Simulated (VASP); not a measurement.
Input:

```xyz
2
Lattice="3.3738 0.0000 0.0000 0.0000 3.3738 0.0000 0.0000 0.0000 3.3738" Properties=species:S:1:pos:R:3 pbc="T T T"
In     1.6869     1.6869     1.6869
Pd     0.0000     0.0000     0.0000
```

These are PBE GGA, VASP's PBE PAW potentials (set 64) (plane waves; VASP) values and carry that method's errors. Run with 520 eV cut-off, 11×11×11 Γ-centred mesh, first-order Methfessel-Paxton smearing of 0.10 eV, potentials In_d Pd.

**Question.** Give the stress tensor in GPa (positive for a compressed cell).

**Answer.** 
```
-5.87   0.00   0.00
 0.00  -5.87   0.00
 0.00   0.00  -5.87
```
The pressure is its mean diagonal, -5.87 GPa.

The compound is PdIn in the CsCl type structure. This cell is one point of a volume scan, at 1.06 of the reference volume. The electron count is odd and the run is not spin-polarised, which forces a metal.
